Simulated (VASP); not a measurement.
# SrO: exact exchange and RPA correlation, part 3 of 6

Aim: total energies of SrO from exact exchange and RPA correlation, beside cheaper functionals. The scan starts from a database cell scaled to its smallest volume. The cell is of the rock-salt type. The start is a cell from a database of measured crystal structures.

VASP 6.6.1, plane waves and PAW; the level of theory is named at each step.

So far. Step 8 (Comparison: HSE06, volume ratio 0.94): Its energy is -9.7338 eV an atom, on a zero of its own. Step 9 (Orbitals, volume ratio 0.97): The run ends at a pressure of 6.59 GPa.

The database entry behind the starting cell differs from other determinations of this structure, so it need not match the best structure at room temperature.

### 10. Exact exchange, volume ratio 0.97

This step: Hartree-Fock energy on PBE orbitals; plane waves and PAW (Sr_sv_GW, O_GW) (VASP 6.6.1).

Exact exchange at this point.

Input file INCAR:

```
SYSTEM = SrO
PREC = Accurate
ENCUT = 560
ISMEAR = 0
SIGMA = 0.05
LREAL = .FALSE.
GGA = PE
NBANDS = 14
ALGO = Eigenval
NELM = 1
LHFCALC = .TRUE.
AEXX = 1
ALDAC = 0
AGGAC = 0
PRECFOCK = Normal
LWAVE = .FALSE.
LCHARG = .FALSE.
```

Input file POSCAR:

```
SrO
1.0
    0.0000000000      2.5403760054      2.5403760054
    2.5403760054      0.0000000000      2.5403760054
    2.5403760054      2.5403760054      0.0000000000
Sr O
1 1
Direct
    0.5000000000      0.5000000000      0.5000000000
    0.0000000000      0.0000000000      0.0000000000
```

Input file KPOINTS:

```
Automatic mesh
0
Gamma
4 4 4
0 0 0
```

Potentials, in the order of the species: Sr_sv_GW and O_GW (PBE family, release 64).

The run starts from files that an earlier step left in the folder.

On the command line:

```sh
$ mpirun -np 8 vasp_std
```

Standard output:

```text
[banner, memory and clock lines left out]
running    8 mpi-ranks, on    1 nodes
[...]
[... a notice as in an earlier step ...]

 LDA part: xc-table for (Slater+PW92), standard interpolation
 [... a notice as in an earlier step ...]

 found WAVECAR, reading the header
  number of bands has changed, file:    14 present:    16
  trying to continue reading WAVECAR, but it might fail
 POSCAR, INCAR and KPOINTS ok, starting setup
[...]
reading WAVECAR
 random initialization beyond band           14
 the WAVECAR file was read successfully
 initial charge from wavefunction
 entering main loop
       N       E                     dE             d eps       ncg     rms          rms(c)
EIG:   1    -0.298076E+02   -0.29808E+02    0.00000E+00     0   0.000E+00
   1 F= -.29807554E+02 E0= -.29807554E+02  d E =-.489218E-27
```

Elapsed: 5.6 s, on 8 MPI ranks of Intel Xeon 6975P-C (Granite Rapids), shared host; peak memory 0.96 GiB; 36 s of CPU time.

OUTCAR, selected parts (step 10):

```text
 POSITION                                       TOTAL-FORCE (eV/Angst)
 -----------------------------------------------------------------------------------
      2.54038      2.54038      2.54038         0.000000     -0.000000      0.000000
      0.00000      0.00000      0.00000        -0.000000      0.000000      0.000000
 -----------------------------------------------------------------------------------
    total drift:                               -0.000000      0.000000     -0.000000

  FREE ENERGIE OF THE ION-ELECTRON SYSTEM (eV)
  ---------------------------------------------------
  free  energy   TOTEN  =       -29.8075538736 eV

  energy  without entropy=      -29.8075538736  energy(sigma->0) =      -29.80755387

[... 2 parts as in an earlier step ...]

[... 1 further part left out ...]
[key lines of the parts left out:]
E-fermi :   3.7865
```

The Hartree-Fock energy on these orbitals is -14.9038 eV an atom.

### 11. Empty bands, volume ratio 0.97

This step: PBE; plane waves and PAW (Sr_sv_GW, O_GW) (VASP 6.6.1).

The empty bands are made again, for the run that follows.

Input file INCAR:

```
SYSTEM = SrO
PREC = Accurate
ENCUT = 560
ISMEAR = 0
SIGMA = 0.05
LREAL = .FALSE.
GGA = PE
NBANDS = 992
ALGO = Exact
NELM = 1
LWAVE = .TRUE.
LCHARG = .FALSE.
LOPTICS = .TRUE.
NEDOS = 1000
CSHIFT = 0.1
```

POSCAR is that of step 10.

KPOINTS is that of step 10.

On the command line:

```sh
$ mpirun -np 8 vasp_std
```

Standard output:

```text
[banner, memory and clock lines left out]
running    8 mpi-ranks, on    1 nodes
[...]
[... a notice as in an earlier step ...]

 LDA part: xc-table for (Slater+PW92), standard interpolation
 found WAVECAR, reading the header
  number of bands has changed, file:    14 present:   992
  trying to continue reading WAVECAR, but it might fail
 POSCAR, INCAR and KPOINTS ok, starting setup
[...]
reading WAVECAR
 random initialization beyond band           14
 the WAVECAR file was read successfully
 initial charge from wavefunction
 entering main loop
       N       E                     dE             d eps       ncg     rms          rms(c)
DIA:   1    -0.167712E+02   -0.16771E+02    0.00000E+00     0   0.000E+00
   1 F= -.16771180E+02 E0= -.16771180E+02  d E =-.188204E-14
 writing wavefunctions
 optical routines
 imaginary and real dielectric function
 recalculating local potential from charge density
 direction            1
 direction            2
 direction            3
```

Run time: 4.8 s. Hardware: 8 MPI ranks; peak memory 1.2 GiB.

OUTCAR, selected parts (step 11):

```text
  Total        1.3505906      1.3505906      1.3505906     -0.0000000      0.0000000     -0.0000000
  in kB       65.9948893     65.9948893     65.9948893     -0.0000000      0.0000000     -0.0000000
  external PRESSURE =      65.9948893 kB  Pullay stress =       0.0000000 kB

  FREE ENERGIE OF THE ION-ELECTRON SYSTEM (eV)
  ---------------------------------------------------
  free  energy   TOTEN  =       -16.7711801141 eV

  energy  without entropy=      -16.7711801141  energy(sigma->0) =      -16.77118011

[... 2 parts as in an earlier step ...]

[... 2 further parts left out ...]
[key lines of the parts left out:]
E-fermi :   3.6725
```

WAVECAR now holds 992 bands for 16 electrons.

### 12. RPA correlation, volume ratio 0.97

This step: RPA correlation on PBE orbitals; plane waves and PAW (Sr_sv_GW, O_GW) (VASP 6.6.1).

RPA correlation at this point.

Input file INCAR:

```
SYSTEM = SrO
PREC = Accurate
ENCUT = 560
ISMEAR = 0
SIGMA = 0.05
LREAL = .FALSE.
GGA = PE
NBANDS = 992
ALGO = ACFDT
ENCUTGW = 200
NOMEGA = 12
PRECFOCK = Fast
LWAVE = .FALSE.
LCHARG = .FALSE.
```

POSCAR is that of step 11.

KPOINTS is that of step 11.

On the command line:

```sh
$ mpirun -np 8 vasp_std
```

Standard output:

```text
[banner, memory and clock lines left out]
running    8 mpi-ranks, on    1 nodes
[...]
[... a notice as in an earlier step ...]

 LDA part: xc-table for (Slater+PW92), standard interpolation
 found WAVECAR, reading the header
 POSCAR, INCAR and KPOINTS ok, starting setup
[...]
reading WAVECAR
 the WAVECAR file was read successfully
 initial charge from wavefunction
 available memory per node:    121.69 GB, setting MAXMEM to    124613

 The Fermi energy was updated, please check that it is located mid-gap
 values below the HOMO (VB) or above the LUMO (CB) will cause erroneous energies
 E-fermi :   5.0562

 the WAVEDER file was read successfully
 set NWRITE>2 for more details about minimax calculation
 number of imaginary grid points requested:      12
 number of distinct grids requested:  1
 quadrature errors minimized for energies in [ 0.329E+01, 0.580E+03 ]
 bosonic grid (T=0, re) determined with error: 0.1074E-07
 bosonic grid (re): 0.1074E-07
[...]
NQ=   2    0.2500    0.0000    0.0000,
|.........|.........|.........|.........
 performed      12048000 updates of chi_q(r,r)
 total number of BLAS operations       3604.66 Gflops
NQ=   3    0.5000    0.0000    0.0000,
|.........|.........|.........|.........
 performed      18072000 updates of chi_q(r,r)
 total number of BLAS operations       5730.27 Gflops
NQ=   4    0.2500    0.2500    0.0000,
|.........|.........|.........|.........
 performed      24096000 updates of chi_q(r,r)
 total number of BLAS operations       8020.91 Gflops
NQ=   5    0.5000    0.2500    0.0000,
|.........|.........|.........|.........
 performed      30120000 updates of chi_q(r,r)
 total number of BLAS operations      10228.26 Gflops
NQ=   6   -0.2500    0.2500    0.0000,
|.........|.........|.........|.........
 performed      36144000 updates of chi_q(r,r)
 total number of BLAS operations      12353.87 Gflops
NQ=   7    0.5000    0.5000    0.0000,
|.........|.........|.........|.........
 performed      42168000 updates of chi_q(r,r)
 total number of BLAS operations      14729.34 Gflops
NQ=   8   -0.2500    0.5000    0.2500,
|.........|.........|.........|.........
 performed      48192000 updates of chi_q(r,r)
 total number of BLAS operations      16814.65 Gflops
 entering main loop
```

Elapsed: 79 s, on 8 MPI ranks; peak memory 2.3 GiB.

From OUTCAR (step 12):

```text
      cutoff energy     smooth cutoff   RPA   correlation   Hartree contr. to MP2
---------------------------------------------------------------------------------
            200.000           160.000      -21.3117244348      -32.6913200409
            190.476           152.381      -20.9919350594      -32.2951701303
            181.406           145.125      -20.6640328496      -31.8840125648
            172.768           138.214      -20.3236027268      -31.4518943992
            164.541           131.632      -19.9762091081      -31.0055558642
            156.705           125.364      -19.6211785902      -30.5430873150
            149.243           119.394      -19.2565341218      -30.0614995298
            142.136           113.709      -18.8829355475      -29.5611685168
  linear regression

[... 2 parts as in an earlier step ...]

[... 2 further parts left out ...]
[key lines of the parts left out:]
E-fermi :   5.0562
```

The correlation energy is -12.441 eV an atom, +12 meV against the point before. With exact exchange the total is -27.3447 eV an atom.

### 13. Comparison: r2SCAN, volume ratio 0.97

This step: r2SCAN; plane waves and PAW (Sr_sv_GW, O_GW) (VASP 6.6.1).

The comparison at this point.

Input file INCAR:

```
SYSTEM = SrO
PREC = Accurate
ENCUT = 560
EDIFF = 1E-06
NELM = 100
ISMEAR = 0
SIGMA = 0.05
LREAL = .FALSE.
ALGO = Normal
METAGGA = R2SCAN
LASPH = .TRUE.
NBANDS = 14
LWAVE = .FALSE.
LCHARG = .FALSE.
KPAR = 8
```

POSCAR is that of step 12.

KPOINTS is that of step 12.

On the command line:

```sh
$ mpirun -np 8 vasp_std
```

Standard output:

```text
[banner, memory and clock lines left out]
running    8 mpi-ranks, on    1 nodes
[...]
[... a notice as in an earlier step ...]

 [... a notice as in an earlier step ...]

 LDA part: xc-table for (None), standard interpolation
 POSCAR, INCAR and KPOINTS ok, starting setup
[...]
entering main loop
       N       E                     dE             d eps       ncg     rms          rms(c)
DAV:   1     0.101633E+03    0.10163E+03   -0.82619E+03   224   0.117E+03
DAV:   2    -0.352783E+02   -0.13691E+03   -0.11311E+03   302   0.325E+02
DAV:   3    -0.426332E+02   -0.73549E+01   -0.72947E+01   334   0.759E+01
DAV:   4    -0.427628E+02   -0.12953E+00   -0.12946E+00   274   0.797E+00
[...]
DAV:  14    -0.317930E+02    0.44609E-04   -0.72930E-05   336   0.112E-01    0.153E-02
DAV:  15    -0.317930E+02    0.21910E-05   -0.10248E-05   322   0.430E-02    0.118E-02
DAV:  16    -0.317930E+02   -0.61110E-06   -0.51979E-07   124   0.771E-03
   1 F= -.31793010E+02 E0= -.31793010E+02  d E =-.419519E-23
```

Wall time 9.6 s (8 MPI ranks); peak memory 1.3 GiB.

OUTCAR, selected parts (step 13):

```text
  Total        0.9493553      0.9493553      0.9493553      0.0000000     -0.0000000     -0.0000000
  in kB       46.3890360     46.3890360     46.3890360      0.0000000     -0.0000000     -0.0000000
  external PRESSURE =      46.3890360 kB  Pullay stress =       0.0000000 kB

 POSITION                                       TOTAL-FORCE (eV/Angst)
 -----------------------------------------------------------------------------------
      2.54038      2.54038      2.54038         0.000000      0.000000      0.000000
      0.00000      0.00000      0.00000        -0.000000     -0.000000     -0.000000
 -----------------------------------------------------------------------------------
    total drift:                                0.000000      0.000000      0.000000

  FREE ENERGIE OF THE ION-ELECTRON SYSTEM (eV)
  ---------------------------------------------------
  free  energy   TOTEN  =       -31.7930100414 eV

  energy  without entropy=      -31.7930100414  energy(sigma->0) =      -31.79301004

[... 2 parts as in an earlier step ...]

[... 1 further part left out ...]
[key lines of the parts left out:]
E-fermi :   3.4155
```

Its energy is -15.8965 eV an atom, on a zero of its own.

### 14. Orbitals for comparison: HSE06, volume ratio 0.97

This step: PBE; plane waves and PAW (Sr_sv_GW, O_GW) (VASP 6.6.1).

Starting orbitals, as before.

Input file INCAR:

```
SYSTEM = SrO
PREC = Accurate
ENCUT = 560
EDIFF = 1E-05
NELM = 100
ISMEAR = 0
SIGMA = 0.05
LREAL = .FALSE.
ALGO = Normal
GGA = PE
NBANDS = 14
LORBIT = 11
LWAVE = .TRUE.
LCHARG = .FALSE.
KPAR = 8
```

POSCAR is that of step 13.

KPOINTS is that of step 13.

On the command line:

```sh
$ mpirun -np 8 vasp_std
```

Standard output:

```text
[... set-up lines as in an earlier step ...]
 entering main loop
       N       E                     dE             d eps       ncg     rms          rms(c)
[... 12 cycles as in an earlier step ...]
DAV:  13    -0.167712E+02    0.41251E-06   -0.33167E-06   118   0.291E-02
   1 F= -.16771180E+02 E0= -.16771180E+02  d E =-.633558E-11
 writing wavefunctions
```

Wall time 2.8 s (8 MPI ranks); peak memory 1.3 GiB.

Parts of OUTCAR (step 14):

```text
  Total        1.3527135      1.3527135      1.3527135     -0.0000000      0.0000000      0.0000000
  in kB       66.0986234     66.0986234     66.0986234     -0.0000000      0.0000000      0.0000000
  external PRESSURE =      66.0986234 kB  Pullay stress =       0.0000000 kB

 POSITION                                       TOTAL-FORCE (eV/Angst)
 -----------------------------------------------------------------------------------
      2.54038      2.54038      2.54038         0.000000      0.000000     -0.000000
      0.00000      0.00000      0.00000        -0.000000     -0.000000      0.000000
 -----------------------------------------------------------------------------------
    total drift:                                0.000000      0.000000      0.000000

  FREE ENERGIE OF THE ION-ELECTRON SYSTEM (eV)
  ---------------------------------------------------
  free  energy   TOTEN  =       -16.7711799475 eV

  energy  without entropy=      -16.7711799475  energy(sigma->0) =      -16.77117995

[... 2 parts as in an earlier step ...]

[... 1 further part left out ...]
[key lines of the parts left out:]
E-fermi :   3.6295
```

The run ends at a pressure of 6.61 GPa.

### 15. Comparison: HSE06, volume ratio 0.97

This step: HSE06; plane waves and PAW (Sr_sv_GW, O_GW) (VASP 6.6.1).

The comparison at this point.

Input file INCAR:

```
SYSTEM = SrO
PREC = Accurate
ENCUT = 560
EDIFF = 1E-06
NELM = 100
ISMEAR = 0
SIGMA = 0.05
LREAL = .FALSE.
ALGO = Normal
LHFCALC = .TRUE.
AEXX = 0.25
GGA = PE
HFSCREEN = 0.2
LASPH = .TRUE.
NBANDS = 14
PRECFOCK = Fast
LWAVE = .FALSE.
LCHARG = .FALSE.
KPAR = 8
```

POSCAR is that of step 14.

KPOINTS is that of step 14.

The run starts from files that an earlier step left in the folder.

On the command line:

```sh
$ mpirun -np 8 vasp_std
```

Standard output:

```text
[... set-up lines as in an earlier step ...]
 entering main loop
       N       E                     dE             d eps       ncg     rms          rms(c)
DAV:   1    -0.195119E+02   -0.19512E+02   -0.23796E-01   254   0.788E+00    0.159E+00
DAV:   2    -0.195086E+02    0.32720E-02   -0.17123E-02   334   0.183E+00    0.451E-01
DAV:   3    -0.195079E+02    0.67837E-03   -0.27879E-03   272   0.479E-01    0.318E-01
DAV:   4    -0.195074E+02    0.50112E-03   -0.50589E-04   260   0.380E-01    0.148E-01
DAV:   5    -0.195073E+02    0.12756E-03   -0.21791E-04   280   0.216E-01    0.733E-02
DAV:   6    -0.195073E+02    0.42367E-04   -0.17504E-05   236   0.658E-02    0.428E-02
DAV:   7    -0.195073E+02    0.11698E-04   -0.82882E-06   312   0.350E-02    0.253E-02
DAV:   8    -0.195073E+02    0.27595E-05   -0.25771E-06   260   0.268E-02    0.144E-02
DAV:   9    -0.195073E+02    0.48147E-06   -0.89416E-07   130   0.168E-02
   1 F= -.19507261E+02 E0= -.19507261E+02  d E =-.595946E-19
```

Wall time 15 s (8 MPI ranks); peak memory 2 GiB.

From OUTCAR (step 15):

```text
 POSITION                                       TOTAL-FORCE (eV/Angst)
 -----------------------------------------------------------------------------------
      2.54038      2.54038      2.54038         0.000000      0.000000     -0.000000
      0.00000      0.00000      0.00000        -0.000000     -0.000000      0.000000
 -----------------------------------------------------------------------------------
    total drift:                                0.000001      0.000001      0.000001

  FREE ENERGIE OF THE ION-ELECTRON SYSTEM (eV)
  ---------------------------------------------------
  free  energy   TOTEN  =       -19.5072612237 eV

  energy  without entropy=      -19.5072612237  energy(sigma->0) =      -19.50726122

[... 2 parts as in an earlier step ...]

[... 1 further part left out ...]
[key lines of the parts left out:]
E-fermi :   2.6147
```

Its energy is -9.7536 eV an atom, on a zero of its own.

### 16. Orbitals, volume ratio 1

This step: PBE; plane waves and PAW (Sr_sv_GW, O_GW) (VASP 6.6.1).

The same chain follows at a volume ratio of 1.

Input file INCAR:

```
SYSTEM = SrO
PREC = Accurate
ENCUT = 560
EDIFF = 1E-08
NELM = 100
ISMEAR = 0
SIGMA = 0.05
LREAL = .FALSE.
ALGO = Normal
GGA = PE
NBANDS = 14
LORBIT = 11
LWAVE = .TRUE.
LCHARG = .FALSE.
KPAR = 8
```

Input file POSCAR:

```
SrO
1.0
    0.0000000000      2.5663000000      2.5663000000
    2.5663000000      0.0000000000      2.5663000000
    2.5663000000      2.5663000000      0.0000000000
Sr O
1 1
Direct
    0.5000000000      0.5000000000      0.5000000000
    0.0000000000      0.0000000000      0.0000000000
```

KPOINTS is that of step 15.

On the command line:

```sh
$ mpirun -np 8 vasp_std
```

Standard output:

```text
[... set-up lines as in an earlier step ...]
 entering main loop
       N       E                     dE             d eps       ncg     rms          rms(c)
DAV:   1     0.106742E+03    0.10674E+03   -0.80847E+03   224   0.112E+03
DAV:   2    -0.135486E+02   -0.12029E+03   -0.10273E+03   330   0.303E+02
DAV:   3    -0.202430E+02   -0.66944E+01   -0.66185E+01   306   0.667E+01
DAV:   4    -0.204968E+02   -0.25382E+00   -0.25374E+00   290   0.104E+01
[...]
DAV:  14    -0.168030E+02   -0.12092E-06   -0.32974E-07   258   0.544E-03    0.731E-03
DAV:  15    -0.168030E+02    0.49358E-07   -0.11155E-07   224   0.323E-03    0.854E-04
DAV:  16    -0.168030E+02    0.56502E-09   -0.18530E-09   202   0.440E-04
   1 F= -.16802974E+02 E0= -.16802974E+02  d E =-.393596E-13
 writing wavefunctions
```

Run time: 3 s. Hardware: 8 MPI ranks; peak memory 1.3 GiB.

OUTCAR, selected parts (step 16):

```text
  Total        0.7075149      0.7075149      0.7075149      0.0000000      0.0000000     -0.0000000
  in kB       33.5346614     33.5346614     33.5346614      0.0000000      0.0000000     -0.0000000
  external PRESSURE =      33.5346614 kB  Pullay stress =       0.0000000 kB

 POSITION                                       TOTAL-FORCE (eV/Angst)
 -----------------------------------------------------------------------------------
      2.56630      2.56630      2.56630         0.000000      0.000000      0.000000
      0.00000      0.00000      0.00000         0.000000      0.000000     -0.000000
 -----------------------------------------------------------------------------------
    total drift:                                0.000000      0.000000      0.000000

  FREE ENERGIE OF THE ION-ELECTRON SYSTEM (eV)
  ---------------------------------------------------
  free  energy   TOTEN  =       -16.8029740365 eV

  energy  without entropy=      -16.8029740365  energy(sigma->0) =      -16.80297404

[... 1 part as in an earlier step ...]

[... 2 further parts left out ...]
[key lines of the parts left out:]
E-fermi :   3.4636
```

The run ends at a pressure of 3.35 GPa.

### 17. Exact exchange, volume ratio 1

This step: Hartree-Fock energy on PBE orbitals; plane waves and PAW (Sr_sv_GW, O_GW) (VASP 6.6.1).

Exact exchange at this point.

Input file INCAR:

```
SYSTEM = SrO
PREC = Accurate
ENCUT = 560
ISMEAR = 0
SIGMA = 0.05
LREAL = .FALSE.
GGA = PE
NBANDS = 14
ALGO = Eigenval
NELM = 1
LHFCALC = .TRUE.
AEXX = 1
ALDAC = 0
AGGAC = 0
PRECFOCK = Normal
LWAVE = .FALSE.
LCHARG = .FALSE.
```

POSCAR is that of step 16.

KPOINTS is that of step 16.

The run starts from files that an earlier step left in the folder.

On the command line:

```sh
$ mpirun -np 8 vasp_std
```

Standard output:

```text
[... set-up lines as in an earlier step ...]
 entering main loop
       N       E                     dE             d eps       ncg     rms          rms(c)
EIG:   1    -0.298494E+02   -0.29849E+02    0.00000E+00     0   0.000E+00
   1 F= -.29849436E+02 E0= -.29849436E+02  d E =-.338190E-26
```

It took 5.2 s on 8 MPI ranks; peak memory 0.97 GiB.

Parts of OUTCAR (step 17):

```text
 POSITION                                       TOTAL-FORCE (eV/Angst)
 -----------------------------------------------------------------------------------
      2.56630      2.56630      2.56630         0.000000     -0.000000     -0.000000
      0.00000      0.00000      0.00000        -0.000000      0.000000      0.000000
 -----------------------------------------------------------------------------------
    total drift:                               -0.000000     -0.000000     -0.000000

  FREE ENERGIE OF THE ION-ELECTRON SYSTEM (eV)
  ---------------------------------------------------
  free  energy   TOTEN  =       -29.8494361475 eV

  energy  without entropy=      -29.8494361475  energy(sigma->0) =      -29.84943615

[... 2 parts as in an earlier step ...]

[... 1 further part left out ...]
[key lines of the parts left out:]
E-fermi :   3.5859
```

The Hartree-Fock energy on these orbitals is -14.9247 eV an atom.

[end of part 3 of 6]

[Long decimals in the printed logs are rounded to 6 places.]

[Lines on the potential files, build, host, timing and source positions are cut from VASP's logs without a mark.]

[Logs are printed without paths, hosts, clocks, repeated set-up lines and the standing remarks that a program may print on its own settings, such as how far it seeks lower states.]

[Hosts, paths, dates, database ids (printed as entryN), source tags and the programs' standing remarks are cut or masked in the printed files.]

[Measured values are set beside computed ones only where the two were judged alike; some that the calculation misses by far are left out.]

[Pressures printed for these runs are not shown converged in the cutoff: they can be off by several GPa and have the wrong sign.]
